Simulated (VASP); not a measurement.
Output of a VASP run:

OSZICAR:
```
       N       E                     dE             d eps       ncg     rms          rms(c)
DAV:   1     0.172078563511E+03    0.17208E+03   -0.12439E+04  1208   0.743E+02
DAV:   2    -0.602318930804E+01   -0.17810E+03   -0.16682E+03  1337   0.241E+02
DAV:   3    -0.125395739184E+02   -0.65164E+01   -0.64915E+01  1330   0.489E+01
DAV:   4    -0.125606481968E+02   -0.21074E-01   -0.21073E-01  1305   0.292E+00
DAV:   5    -0.125607064855E+02   -0.58289E-04   -0.58288E-04  1333   0.134E-01    0.102E+01
DAV:   6    -0.108894636352E+02    0.16712E+01   -0.19210E+00  1337   0.247E+01    0.800E+00
DAV:   7    -0.109310201594E+02   -0.41557E-01   -0.88320E-01  1270   0.564E+00    0.422E+00
DAV:   8    -0.109163613070E+02    0.14659E-01   -0.10445E-01  1260   0.230E+00    0.713E-01
DAV:   9    -0.109085489248E+02    0.78124E-02   -0.20737E-02  1381   0.160E+00    0.932E-02
DAV:  10    -0.109090662618E+02   -0.51734E-03   -0.22462E-03  1255   0.430E-01    0.137E-01
DAV:  11    -0.109091554618E+02   -0.89200E-04   -0.13367E-04  1293   0.902E-02    0.348E-02
DAV:  12    -0.109091740405E+02   -0.18579E-04   -0.24482E-05  1255   0.333E-02    0.136E-02
DAV:  13    -0.109091748680E+02   -0.82755E-06   -0.19307E-06  1233   0.140E-02
   1 F= -.10909175E+02 E0= -.10909175E+02  d E =-.279026E-11
```

**OUTCAR**
```
------------------------ aborting loop because EDIFF is reached ----------------------------------------
  FORCE on cell =-STRESS in cart. coord.  units (eV):
  Direction    XX          YY          ZZ          XY          YZ          ZX
  --------------------------------------------------------------------------------------
  Total       -1.2336935     -1.2336935     -1.2336935     -0.0000000      0.0000000      0.0000000
  in kB      -49.8818453    -49.8818453    -49.8818453     -0.0000000      0.0000000      0.0000000
  external PRESSURE =     -49.8818453 kB  Pullay stress =       0.0000000 kB
  volume of cell :       39.63
      direct lattice vectors                 reciprocal lattice vectors
     0.000000000  2.705921000  2.705921000    -0.184779970  0.184779970  0.184779970
     2.705921000  0.000000000  2.705921000     0.184779970 -0.184779970  0.184779970
     2.705921000  2.705921000  0.000000000     0.184779970  0.184779970 -0.184779970
 POSITION                                       TOTAL-FORCE (eV/Angst)
 -----------------------------------------------------------------------------------
      0.00000      0.00000      0.00000        -0.000000     -0.000000     -0.000000
      1.35296      1.35296      1.35296        -0.000000     -0.000000     -0.000000
      4.05888      4.05888      4.05888         0.000000      0.000000      0.000000
 -----------------------------------------------------------------------------------
    total drift:                                0.000000      0.000000      0.000000
  FREE ENERGIE OF THE ION-ELECTRON SYSTEM (eV)
  ---------------------------------------------------
  free  energy   TOTEN  =       -10.9091748680 eV

  energy  without entropy=      -10.9091748680  energy(sigma->0) =      -10.90917487
```
(Selected blocks of OUTCAR.)

**POSCAR**
```
CdF2
1
    0.0000000000     2.7059210000     2.7059210000
    2.7059210000     0.0000000000     2.7059210000
    2.7059210000     2.7059210000     0.0000000000
Cd F
1 2
Direct
  0.0000000000   0.0000000000   0.0000000000
  0.2500000000   0.2500000000   0.2500000000
  0.7500000000   0.7500000000   0.7500000000
```

Question: Reconstruct the remaining input files.

Answer: Several could match; the one computed here: the input of the run itself, PBE GGA, plane waves, VASP's PBE PAW potentials (set 64).

INCAR:
```
SYSTEM = CdF2
PREC = Accurate
ENCUT = 400
EDIFF = 1E-6
NELM = 100
ALGO = Normal
LREAL = .FALSE.
LASPH = .TRUE.
ISMEAR = -1
SIGMA = 0.05
GGA = PE
LMAXMIX = 4
LWAVE = .FALSE.
LCHARG = .FALSE.
ISIF = 2
NBANDS = 29
```

### KPOINTS
```
K-points
0
Gamma
7 7 7
0 0 0
```

POTCAR, in this order: Cd F (PBE.64 set). Program: vasp_std.

At this cut-off the stress carries a Pulay error, which pulls relaxed volumes low.

The structure comes from a computed database's CdF2 entry; how it stands against other phases isn't given here. The cell was not relaxed at this level. The run is one of a series of settings (NBANDS = 29 against the base run), some of them coarse on purpose.
